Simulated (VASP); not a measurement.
**P (black): computed properties**

The numbers are results of PBE GGA, VASP's PBE PAW potentials (set 64) (plane waves; VASP), not measurements.

For P, the space group comes out as Cmce (64), the cell is a = 3.3153 Å, b = 11.1395 Å, c = 4.5457 Å, α = β = γ = 90.00° and the volume per atom is 20.98 Å³/atom. The band gap (over mesh and band path) is 0.13 eV, the smallest direct gap (over mesh and band path) is 0.13 eV and the band-edge character is direct, Y to Y. The density is 2.45 g/cm³ and the optical Γ-point spectrum is 128, 188, 224, 343, 411, 420, 425, 451, 457 cm⁻¹.

```yaml
crystal:
  lattice:
    - [1.65765, -5.56974, 0.00000]
    - [1.65765, 5.56974, 0.00000]
    - [0.00000, 0.00000, 4.54565]
  atoms:
    - { symbol: P, position: [0.09503, 0.90497, 0.91373] }
    - { symbol: P, position: [0.40497, 0.59503, 0.41373] }
    - { symbol: P, position: [0.59503, 0.40497, 0.58627] }
    - { symbol: P, position: [0.90497, 0.09503, 0.08627] }
```

Measured: gap 0.35 eV (computed value off by -0.22 eV), as given by Das et al., (2018), arXiv:1807.05623.  Without a dispersion term in the relaxation, distances and binding between the weakly bound layers, chains or molecules are unreliable, and so is what depends on them.

The compound is P in the black structure. It was relaxed first, which changed the volume by +10 %. Symmetry was kept, so distortions that lower it aren't found.
